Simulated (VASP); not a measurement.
Calculation: r2SCAN meta-GGA, VASP's PBE PAW potentials (set 64) (plane waves; VASP 6.6.1).

VASP input:

### INCAR
```
SYSTEM = W(111) slab
PREC = Normal
ENCUT = 400
EDIFF = 1E-6
NELM = 100
ALGO = Normal
LREAL = .FALSE.
LASPH = .TRUE.
ISMEAR = 1
SIGMA = 0.1
METAGGA = R2SCAN
LMIXTAU = .TRUE.
LMAXMIX = 6
LWAVE = .FALSE.
LCHARG = .FALSE.
NELMIN = 4
LDIPOL = .TRUE.
IDIPOL = 3
DIPOL = 0.5 0.5 0.5
LVHAR = .TRUE.
LORBIT = 11
```

KPOINTS:
```
Automatic mesh
0
Gamma
7 7 1
0 0 0
```

**POSCAR**
```
W(111) slab
1
    4.4869638873     0.0000000000     0.0000000000
   -2.2434814416     3.8858247952     0.0000000000
    0.0000000000     0.0000000000    24.2195575755
W
10
Direct
  0.0000000000   0.0000000000   0.3409427055
  0.6666670000   0.3333330000   0.3707003649
  0.3333330000   0.6666670000   0.3992387152
  0.0000000000   0.0000000000   0.4437613178
  0.6666670000   0.3333330000   0.4796996387
  0.3333330000   0.6666670000   0.5203003613
  0.0000000000   0.0000000000   0.5562386822
  0.6666670000   0.3333330000   0.6007612848
  0.3333330000   0.6666670000   0.6292996351
  0.0000000000   0.0000000000   0.6590572945
```

POTCAR, in this order: W_sv (PBE.64 set). Program: vasp_std. Read from the step before: WAVECAR.

Output of the run:

File OSZICAR:
```
       N       E                     dE             d eps       ncg     rms          rms(c)
DAV:   1    -0.505060839393E+03   -0.50506E+03   -0.11734E-05  1200   0.177E-02    0.778E-04
DAV:   2    -0.505060834044E+03    0.53493E-05   -0.98396E-07   928   0.578E-03    0.500E-04
DAV:   3    -0.505060830614E+03    0.34294E-05   -0.67090E-07   868   0.455E-03    0.361E-04
DAV:   4    -0.505060844313E+03   -0.13699E-04   -0.60007E-07   852   0.388E-03    0.147E-04
DAV:   5    -0.505060833640E+03    0.10673E-04   -0.49808E-07   848   0.333E-03    0.108E-04
DAV:   6    -0.505060842854E+03   -0.92147E-05   -0.55420E-07   840   0.367E-03    0.766E-05
DAV:   7    -0.505060835192E+03    0.76621E-05   -0.58660E-07   836   0.371E-03    0.566E-05
DAV:   8    -0.505060834744E+03    0.44778E-06   -0.12557E-07   788   0.180E-03
   1 F= -.50506083E+03 E0= -.50505917E+03  d E =-.499691E-02
```

OUTCAR:
```
------------------------ aborting loop because EDIFF is reached ----------------------------------------
  FORCE on cell =-STRESS in cart. coord.  units (eV):
  Direction    XX          YY          ZZ          XY          YZ          ZX
  --------------------------------------------------------------------------------------
  Total       -4.8427151     -4.8427153     -0.2334647     -0.0000006      0.0000000     -0.0000000
  in kB      -18.3737375    -18.3737383     -0.8857881     -0.0000024      0.0000000     -0.0000000
  external PRESSURE =     -12.5444213 kB  Pullay stress =       0.0000000 kB
  volume of cell :      422.28
      direct lattice vectors                 reciprocal lattice vectors
     4.486963887  0.000000000  0.000000000     0.222867851  0.128672782  0.000000000
    -2.243481442  3.885824795  0.000000000     0.000000000  0.257345622  0.000000000
     0.000000000  0.000000000 24.219557576     0.000000000  0.000000000  0.041288946
 POSITION                                       TOTAL-FORCE (eV/Angst)
 -----------------------------------------------------------------------------------
      0.00000      0.00000      8.25748        -0.000000      0.000000      0.016926
      2.24348      1.29527      8.97820         0.000000     -0.000000     -0.011955
     -0.00000      2.59055      9.66939         0.000000     -0.000000      0.007150
      0.00000      0.00000     10.74770        -0.000000      0.000000     -0.018742
      2.24348      1.29527     11.61811         0.000000     -0.000000      0.027432
     -0.00000      2.59055     12.60144         0.000000      0.000000     -0.027432
      0.00000      0.00000     13.47185        -0.000000     -0.000000      0.018742
      2.24348      1.29527     14.55017        -0.000000      0.000000     -0.007150
     -0.00000      2.59055     15.24136        -0.000000      0.000000      0.011955
      0.00000      0.00000     15.96208        -0.000000     -0.000000     -0.016926
 -----------------------------------------------------------------------------------
    total drift:                                0.000000      0.000000      0.000000
  FREE ENERGIE OF THE ION-ELECTRON SYSTEM (eV)
  ---------------------------------------------------
  free  energy   TOTEN  =      -505.0608347444 eV

  energy  without entropy=     -505.0558378383  energy(sigma->0) =     -505.05916911

 total charge

# of ion       s       p       d       tot
------------------------------------------
    1        2.433   6.176   3.433  12.042
    2        2.437   6.299   3.412  12.149
    3        2.387   6.312   3.275  11.974
    4        2.403   6.346   3.385  12.134
    5        2.393   6.342   3.307  12.043
    6        2.393   6.342   3.307  12.043
    7        2.403   6.346   3.385  12.134
    8        2.387   6.312   3.275  11.974
    9        2.437   6.299   3.412  12.149
   10        2.433   6.176   3.433  12.042
--------------------------------------------------
tot         24.108  62.950  33.624 120.683
```
(Selected blocks of OUTCAR.)

OUTCAR:
```
 val. band max:        1.6018040650   @ k =   0.2857   0.1429   0.0000

 cond. band min:       1.6342061146   @ k =   0.1429   0.1429   0.0000


 Fermi energy:         1.6188931065

 k-point     1 :       0.0000    0.0000    0.0000
  band No.  band energies     occupation
      1     -74.4449      2.00000
      2     -74.4286      2.00000
      3     -74.3832      2.00000
      4     -74.3129      2.00000
      5     -74.2304      2.00000
      6     -74.2029      2.00000
      7     -74.1175      2.00000
      8     -74.1107      2.00000
      9     -73.8716      2.00000
     10     -73.8712      2.00000
     11     -38.5427      2.00000
     12     -38.3224      2.00000
     13     -38.2730      2.00000
     14     -38.2730      2.00000
     15     -38.2648      2.00000
     16     -38.2648      2.00000
     17     -38.2254      2.00000
     18     -38.2253      2.00000
     19     -38.1909      2.00000
     20     -38.1271      2.00000
     21     -38.0950      2.00000
     22     -38.0950      2.00000
     23     -37.9140      2.00000
     24     -37.9090      2.00000
     25     -37.9090      2.00000
     26     -37.8231      2.00000
     27     -37.8231      2.00000
     28     -37.8222      2.00000
     29     -37.5846      2.00000
     30     -37.5846      2.00000
     31     -37.4801      2.00000
     32     -37.3952      2.00000
     33     -37.3952      2.00000
     34     -37.3611      2.00000
     35     -37.3525      2.00000
     36     -37.1965      2.00000
     37     -37.0852      2.00000
     38     -37.0852      2.00000
     39     -37.0848      2.00000
     40     -37.0847      2.00000
     41      -7.8020      2.00000
     42      -6.3759      2.00000
     43      -4.4109      2.00000
     44      -3.9052      2.00000
     45      -3.9052      2.00000
     46      -2.9917      2.00000
     47      -2.9917      2.00000
     48      -2.4471      2.00000
     49      -2.4072      2.00000
     50      -1.8887      2.00000
     51      -1.8887      2.00000
...
```

Unless said otherwise, spin-orbit coupling is left out, though it shifts the bands of the heavy elements here.

The cell is a thin slab with vacuum, built from W (bcc): (111) face.
